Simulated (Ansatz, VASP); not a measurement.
# Cross-check of KTaO3 between VASP and Ansatz, part 3 of 3

Aim: how closely do two programs agree when they are given the same cell, functional and k mesh? The cell is taken from a series of runs on this material, whose earlier steps may have relaxed, scaled, displaced or heated it; both programs get it as it stands.

VASP 6.6.1 and Ansatz 0.2.0.

So far: Set-up; VASP: zone-centre phonons, LDA.

### 3. Ansatz: zone-centre phonons, LDA

Level of this step: Ansatz beside VASP: Kohn-Sham DFT, plane waves, LDA (Ansatz).

Ansatz runs on its PAW soft_1 files.

The same cell, functional (in two slightly different forms) and mesh now go to Ansatz, which takes its cutoff from its data sets.

Input file input.yaml:

```yaml
crystal:
  lattice:
    - [3.8430450884, 0.0, 0.0]
    - [0.0, 3.8430450884, 0.0]
    - [0.0, 0.0, 3.8430450884]
  atoms:
    - { symbol: O, position: [0.5, 0.0, 0.0] }
    - { symbol: O, position: [0.0, 0.5, 0.0] }
    - { symbol: O, position: [0.0, 0.0, 0.5] }
    - { symbol: K, position: [0.5, 0.5, 0.5] }
    - { symbol: Ta, position: [0.0, 0.0, 0.0] }
kpoints:
  mp_grid: { grid: [8, 8, 8] }
hamiltonian:
  xc: lda
  pseudopotentials: { kind: paw, azcp: { folder: soft_1 }, xc_functional: pbe }
scf:
  occupations: { method: fixed }
output:
  eigenvalues: true
phonons:
  method: dfpt
  dielectric: true
  rigid_motions: translations
```

Launch:

```console
$ ansatz run input.yaml --threads 8 --pin off --max-ram 16384MiB --backend cpu --events-out ev --progress --plain --runs-dir out
```

Numbers of over 12 decimals in the logs are rounded to 6 here.

Log:

```text
Engine: ansatz 0.2.0, aarch64-unknown-linux-gnu
Pseudopotentials: kind: paw
Pseudopotential: O, paw, valence charge 6, recommended cutoff 420 eV (normal), soft_1/O.paw.azcp
Pseudopotential: K, paw, valence charge 9, recommended cutoff 420 eV (normal), soft_1/K.paw.azcp
Pseudopotential: Ta, paw, valence charge 13, recommended cutoff 420 eV (normal), soft_1/Ta.paw.azcp
Functional definition: SPW92
  exchange = slater_x
  correlation = pw_c
Crystal: 5 atoms, lattice volume = 56.758 Å³
Basis set: ecut = 420 eV, 1141 PW (Γ), exchange–correlation on 54×54×54 points (8 copies of the dense FFT grid, shifted against one another)
Bands: 25, of which v1, the nominal top of the filled ones, is band 20 counted from 1 (19 counted from 0)
Symmetry: 48 space group operations
k-points: 170 of 512 (irreducible under 2 space group operations, time reversal used)
Non-local potential: O, projectors of the file, l = 0: 2, l = 1: 2, l = 2: 1
Non-local potential: K, projectors of the file, l = 0: 3, l = 1: 2, l = 2: 2
Non-local potential: Ta, projectors of the file, l = 0: 3, l = 1: 2, l = 2: 2, l = 3: 1
PAW form: soft (Blöchl's): semilocal exchange-correlation on the pseudo side does not see the compensation charge
PAW frozen core: O, regenerated for the run's functional, and the local potential with it (the file was generated under x = pbe(κ = 0.804, μ = 0.219515), c = pbe(β = 0.066725))
PAW frozen core: K, regenerated for the run's functional, and the local potential with it (the file was generated under x = pbe(κ = 0.804, μ = 0.219515), c = pbe(β = 0.066725))
PAW frozen core: Ta, regenerated for the run's functional, and the local potential with it (the file was generated under x = pbe(κ = 0.804, μ = 0.219515), c = pbe(β = 0.066725))
PAW one-centre angular grid: O, 110 points (default); XC on 64 Gauss nodes
PAW one-centre angular grid: K, 110 points (default); XC on 64 Gauss nodes
PAW one-centre angular grid: Ta, 590 points (default); XC on 64 Gauss nodes
Initial density: superposition of atomic densities (chi_scale 0.1, normalization cell, long waves kept (reshape's long-wave potential 0.00 eV rms))
Initial wavefunctions: pseudopotential atomic-orbital guess
Functional: x = slater, c = lda
SCF iter   1: F=—  HF=-12851.962730 eV  |F-HF|=—  |Δ(HF+E_count)|=         —  Δρ=5.93e-2  dr2=1.61e0  ethr=3.10e-3  ⟨swp⟩=4.5  Hψ=18178  notcnv=0  defer=442
preconditioner: auto → Resta (q_TF=auto, 2.574 Å⁻¹)  ε∞=4.5  [insulator: Δε(μ)=2.678 eV  Ē_g=14.355 eV  n_scr=18 (ndim 8)  ℏωp=27.0 eV  f_vac=0.000  ε∞_Penn≈4.5]
SCF iter   2: F=—  HF=-12851.617544 eV  |F-HF|=—  |Δ(HF+E_count)|=   3.45e-1  Δρ=3.05e-2  dr2=3.96e-1  ethr=3.10e-3  ⟨swp⟩=2.0  Hψ=8022  notcnv=0  defer=393
SCF iter   3: F=—  HF=-12851.520125 eV  |F-HF|=—  |Δ(HF+E_count)|=   9.74e-2  Δρ=1.03e-2  dr2=5.01e-2  ethr=9.91e-4  ⟨swp⟩=2.0  Hψ=7235  notcnv=0  defer=423
SCF iter   4: F=—  HF=-12851.509857 eV  |F-HF|=—  |Δ(HF+E_count)|=   1.03e-2  Δρ=3.43e-3  dr2=4.59e-3  ethr=1.25e-4  ⟨swp⟩=2.1  Hψ=6962  notcnv=0  defer=474
SCF iter   5: F=—  HF=-12851.508989 eV  |F-HF|=—  |Δ(HF+E_count)|=   8.68e-4  Δρ=5.97e-4  dr2=1.93e-4  ethr=1.15e-5  ⟨swp⟩=2.0  Hψ=5883  notcnv=0  defer=490
SCF iter   6: F=—  HF=-12851.508967 eV  |F-HF|=—  |Δ(HF+E_count)|=   2.13e-5  Δρ=7.97e-5  dr2=3.13e-6  ethr=4.83e-7  ⟨swp⟩=2.1  Hψ=5856  notcnv=0  defer=383
SCF iter   7: F=—  HF=-12851.508967 eV  |F-HF|=—  |Δ(HF+E_count)|=   6.15e-7  Δρ=1.10e-5  dr2=4.88e-8  ethr=7.83e-9  ⟨swp⟩=2.2  Hψ=6786  notcnv=0  defer=312
SCF iter   8: F=—  HF=-12851.508967 eV  |F-HF|=—  |Δ(HF+E_count)|=   3.71e-9  Δρ=1.35e-6  dr2=6.02e-10  ethr=1.22e-10  ⟨swp⟩=2.1  Hψ=5971  notcnv=0  defer=312
SCF iter   9: F=-12851.508967 eV  HF=-12851.508967 eV  |F-HF|=3.64e-12  |Δ(HF+E_count)|=  8.73e-11  Δρ=1.53e-7  dr2=1.08e-11  ethr=1.00e-12  ⟨swp⟩=13.1  Hψ=26871  notcnv=0
SCF 1 converged in 9 iterations: F = -12851.508967 eV  dr2 = 1.08e-11
  greatest PAW one-centre occupation: 0.999 electrons in one spin orbital (limit 2), on the Ta atom at site 4 (counted from 0), in its partial waves of l = 0
DFPT response loops at Γ: preconditioner auto → none (the input reference at scf.mixing.eps_inf says where Resta's filter doesn't serve); β = 0.50; Broyden in place of MSR1
── the response to a field inside a basis, on 8×8×8 k-points: an SCF that follows is theirs, and a resumed run solves both again ──
Bands: 21, of which v1, the nominal top of the filled ones, is band 20 counted from 1 (19 counted from 0)
k-points: 20 of 512
Initial density: handed on by an earlier stage of this run
Initial wavefunctions: pseudopotential atomic-orbital guess (no wavefunctions were taken with the density)
Eigensolver: Dense (20 Hₖ)
SCF iter   1: F=—  HF=-12851.509152 eV  |F-HF|=—  |Δ(HF+E_count)|=         —  Δρ=4.93e-4  dr2=2.37e-5  ethr=1.00e-1
preconditioner: auto → Resta (q_TF=auto, 2.574 Å⁻¹)  ε∞=5.8  [insulator: Δε(μ)=2.620 eV  Ē_g=12.787 eV  n_scr=18 (ndim 8)  ℏωp=27.9 eV  f_vac=0.003  ε∞_Penn≈5.8]
SCF iter   2: F=—  HF=-12851.509144 eV  |F-HF|=—  |Δ(HF+E_count)|=   7.09e-6  Δρ=2.18e-4  dr2=6.68e-6  ethr=5.93e-8
SCF iter   3: F=—  HF=-12851.509143 eV  |F-HF|=—  |Δ(HF+E_count)|=   1.44e-6  Δρ=8.51e-5  dr2=7.12e-7  ethr=1.67e-8
SCF iter   4: F=-12851.509143 eV  HF=-12851.509143 eV  |F-HF|=1.31e-8  |Δ(HF+E_count)|=   1.83e-7  Δρ=5.07e-6  dr2=1.87e-8  ethr=1.78e-9
SCF 1 converged in 4 iterations: F = -12851.509143 eV  dr2 = 1.87e-8
DFPT response loops at Γ: mixed as the last ones told, above
SCF converged after 9 iterations
Free energy (F): -12851.508967 eV
Harris-Foulkes:  -12851.508967 eV  (|F-HF|=3.64e-12)
Internal energy: -12851.508967 eV  (E = F + TS)
E sigma→0 (E₀):  -12851.508967 eV
Fermi energy:    9.949085 eV
--- Per-component energies (eV) ---
  E_band       = -201.878035
  E_kinetic    = 1159.956447
  E_local      = -2082.427903  (includes V_loc(G=0)·N_el)
  E_nonlocal   = 176.855650
  E_hartree    = 746.237689
  E_xc         = -666.258274
  E_vxc        = -673.889023  (∫ρ·V_xc dr)
  E_paw        = -9258.707343  (= ΣΔE_a)
  E_vpaw       = -274.851198  (= ΣTr[D̂ρ^β])
  E_aug_tail   = 0.002489  (compensation charges beyond the density's cutoff)
  E_ewald      = -2927.974984
  E_core_change = 0.807262  (= ΣΔE_core)
  E_smearing   = -0.000000  (= −TS)
  E_closure    = -0.000000  (closes the sum)
  Σ components = -12851.508967   (vs F -12851.508967, Δ=0.00e0)
--- Band table (eV; the first three rows and the last of 170) ---
  k-point 0: bands = [... 16 lower, 8.6884, 9.4148, 9.4148, 9.4148, 12.2477, 12.2477, 12.2477, 17.2502, ... 1 higher]
  k-point 1: bands = [... 16 lower, 8.5916, 8.8561, 9.3264, 9.3264, 12.2788, 12.8234, 12.8234, 17.5587, ... 1 higher]
  k-point 2: bands = [... 16 lower, 8.1041, 8.3702, 9.2365, 9.2365, 12.3563, 14.0262, 14.0262, 18.1959, ... 1 higher]
  k-point 169: bands = [... 16 lower, 5.6901, 9.9491, 9.9491, 9.9491, 17.4373, 17.4373, 17.4373, 18.9999, ... 1 higher]
--- Phonons (Γ-DFPT): 4 representative perturbations + reference, on 170 of 512 k-points (Σ response iterations 12) ---
  k mesh reduced under 2 symmetry operations, with k and −k counted as one. Each operation leaves every solved perturbation unchanged. A smaller set is not considered because the run solves the response to a homogeneous field
  ASR residual: 1.062e-4 → 0.000e0 eV/Å²; symmetrization residual: 3.976e-6 eV/Å²
  ASR residual per site (eV/Å²): 1.06e-4 1.06e-4 1.06e-4 3.70e-5 6.74e-6
  Γ frequencies (cm⁻¹): 0.00 0.00 0.00 120.96 120.96 120.96 205.15 205.15 205.15 216.65 216.65 216.65 691.50 691.50 691.50
  ε∞ (high-frequency dielectric tensor):
        5.305014    -0.000000     0.000000
       -0.000000     5.305014     0.000000
        0.000000     0.000000     5.305014
  ε⁰ (static dielectric tensor: ions relaxed, cell fixed):
       84.834636     0.000000    -0.000000
        0.000000    84.834636     0.000000
       -0.000000     0.000000    84.834636
  ε⁰ − ε∞ (ionic part):
       79.529622     0.000000    -0.000000
        0.000000    79.529622     0.000000
       -0.000000     0.000000    79.529622
  softest optical mode at Γ: 120.96 cm⁻¹; the repairs (sum rule, projections) moved no ω² at Γ by more than (1.68 cm⁻¹)²
  Born effective charges Z* (e; rows j = field, columns β = displacement):
    site 0:
        -6.38988    0.00000   -0.00000
        -0.00000   -1.71259   -0.00000
        -0.00000   -0.00000   -1.71259
    site 1:
        -1.71259    0.00000    0.00000
         0.00000   -6.38988    0.00000
        -0.00000   -0.00000   -1.71259
    site 2:
        -1.71259   -0.00000    0.00000
        -0.00000   -1.71259    0.00000
         0.00000   -0.00000   -6.38988
    site 3:
         1.16344   -0.00000    0.00000
        -0.00000    1.16344    0.00000
        -0.00000   -0.00000    1.16344
    site 4:
         8.65163   -0.00000    0.00000
        -0.00000    8.65163    0.00000
        -0.00000    0.00000    8.65163
  Z* charge neutrality: 2.432e-3 e pre-enforcement
  solved inside a basis spanned on kpoints, on 8×8×8 k-points, its susceptibility summed on 12×12×12: ε∞ is read to err by 1.4e-2, Z* by 3.9e-2 e (field_mesh: kpoints solves on kpoints); Z* is corrected for what the basis lacks
  optical modes at Γ without the LO–TO term, one row a degenerate level:
      ω (cm⁻¹)  modes    IR ((D/Å)²/amu)
[...]
optical modes at Γ + LO–TO along q̂ = [1.0000, 0.0000, 0.0000]:
      ω (cm⁻¹)  modes    IR ((D/Å)²/amu)
[...]
optical modes at Γ + LO–TO along q̂ = [0.0000, 1.0000, 0.0000]:
      ω (cm⁻¹)  modes    IR ((D/Å)²/amu)
[...]
949.76      1            69.8604
  optical modes at Γ + LO–TO along q̂ = [0.0000, 0.0000, 1.0000]:
      ω (cm⁻¹)  modes    IR ((D/Å)²/amu)
        120.96      2            54.9775
        197.78      1             0.1254
        205.15      3             0.0000
        216.65      2            13.8095
        385.78      1             7.6935
        691.50      2            86.5714
        949.76      1            69.8604
```

### 4. Side by side

Known differences besides the potentials themselves: fixed occupations in Ansatz, narrow Gaussian smearing in VASP; VASP's response is taken on the typed mesh, Ansatz refines its own for the field response alone; the data sets hold 40 valence electrons in Ansatz (on its PAW soft_1 files) and 38 in VASP; the cutoff is 420 eV in Ansatz and 600 eV in VASP; VASP's log shows a relativistic correction to its local exchange, Ansatz's none. Total energies have different zeros and are not compared.

The two programs side by side:

```tsv
quantity	Ansatz	VASP	difference
ε∞ xx	5.30	5.39	-1.61 %
ε∞ yy	5.30	5.39	-1.61 %
ε∞ zz	5.30	5.39	-1.61 %
Born charge of O1 (mean of the diagonal) (e)	-3.27	-3.30	+0.02
Born charge of K4 (mean of the diagonal) (e)	1.16	1.17	0.00
Born charge of Ta5 (mean of the diagonal) (e)	8.65	8.72	-0.07
optical mode 1 to 3 (cm⁻¹)	121.0	120.7	+0.18 %
optical mode 4 to 6 (cm⁻¹)	205.2	200.7	+2.20 %
optical mode 7 to 9 (cm⁻¹)	216.7	221.0	-1.97 %
optical mode 10 to 12 (cm⁻¹)	691.5	704.7	-1.88 %
```

Modes are paired by rising frequency, not by their patterns, so a pair may set unlike modes beside each other; they are those without the splitting of longitudinal modes.

### 5. Results

```json
{"r.m.s. difference of the optical zone-centre modes, each program's sorted by frequency (zone-centre phonons, LDA)": "7.3 cm⁻¹", "difference in optical mode 4 to 6 (zone-centre phonons, LDA)": "+2.2 %"}
```

In words: The r.m.s. difference of the optical zone-centre modes, each program's sorted by frequency is 7.3 cm⁻¹ (zone-centre phonons, LDA). The data sets hold unlike numbers of valence electrons (40 in Ansatz and 38 in VASP), so part of the differences comes from the potentials. Among the rows given in per cent, the largest difference of the zone-centre phonons, LDA pair is in optical mode 4 to 6, +2.2 %. How closely two codes agree says nothing of how well the functional describes the real material.

[Lines on the potential files, build, host, timing and source positions are cut from VASP's logs without a mark.]

[Logs are printed without paths, hosts, clocks, repeated set-up lines and the standing remarks that a program may print on its own settings, such as how far it seeks lower states.]

[Hosts, paths, dates, database ids (printed as entryN), source tags and the programs' standing remarks are cut or masked in the printed files.]
